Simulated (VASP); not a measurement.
An input for Quantum ESPRESSO's pw.x (written as the equivalent of a VASP run, and not itself run):

```
&CONTROL
  calculation = 'scf'
  pseudo_dir = './pseudo'
  outdir = './out'
  tprnfor = .true.
  tstress = .true.
/
&SYSTEM
  ibrav = 0
  nat = 7
  ntyp = 3
  ecutwfc = 84
  occupations = 'tetrahedra'
  input_dft = 'pz'
/
&ELECTRONS
  conv_thr = 7.3e-09
  electron_maxstep = 100
/
ATOMIC_SPECIES
  Zn 65.380 Zn.upf
  Ga 69.723 Ga.upf
  S 32.060 S.upf
CELL_PARAMETERS angstrom
     5.1027922    0.0000000    0.0000000
     0.0000000    5.1027922    0.0000000
     0.0000000    0.0000000    5.2420411
ATOMIC_POSITIONS crystal
  Zn   0.0000000  0.0000000  1.0000000
  Ga   0.0000000  0.5000000  0.5000000
  Ga   0.5000000  0.0000000  0.5000000
  S    0.7330513  0.7330513  0.2376760
  S    0.7330513  0.2669487  0.7623240
  S    0.2669487  0.2669487  0.2376760
  S    0.2669487  0.7330513  0.7623240
K_POINTS automatic
  5 5 5 0 0 0
```

Task: Write the VASP files for the same calculation (LDA).

Result: This is not unique; one that fits is 
**INCAR**
```
# general
SYSTEM   =  Zn(GaS2)2
PREC     =  Accurate
ENCUT    =  400
LREAL    =  .FALSE.
LASPH    =  .TRUE.   # aspherical one-centre terms

# electronic loop
EDIFF    =  1E-7   # SCF stop (eV)
NELM     =  100
ALGO     =  Normal   # blocked Davidson
LMAXMIX  =  4

# smearing
ISMEAR   =  -5

# ions
ISIF     =  2

# output
LWAVE    =  .FALSE.
LCHARG   =  .TRUE.
LORBIT   =  11   # lm-projected
NEDOS    =  601   # DOS grid

# other
LEFG     =  .TRUE.
```

POSCAR:
```
Zn(GaS2)2
5.1027920
  1.0000000444   0.0000000000   0.0000000000
  0.0000000000   1.0000000444   0.0000000000
  0.0000000000   0.0000000000   1.0272888064
Zn Ga S
1 2 4
Cart
  0.0000000000   0.0000000000   1.0272888064
  0.0000000000   0.5000000222   0.5136444032
  0.5000000222   0.0000000000   0.5136444032
  0.7330513381   0.7330513381   0.2441619002
  0.7330513381   0.2669487064   0.7831269062
  0.2669487064   0.2669487064   0.2441619002
  0.2669487064   0.7330513381   0.7831269062
```

**KPOINTS**
```
Automatic mesh
0
Gamma
5 5 5
0 0 0
```

POTCAR, in this order: Zn Ga_d S (LDA.64 set). Program: vasp_std.

The two are equivalent in intent, not identical: the potentials are each code's own (VASP's PAW set, PseudoDojo norm-conserving files in pw.x), so ENCUT and ecutwfc are chosen apart and not converted; conv_thr bounds pw.x's estimated SCF error, while EDIFF bounds the energy change between steps; the field gradients of LEFG aren't asked of the other code.

The structure comes from a computed database's Ga2ZnS4 entry (P-42m); how it stands against other phases isn't given here. It was relaxed first, which changed the volume by -6 %.
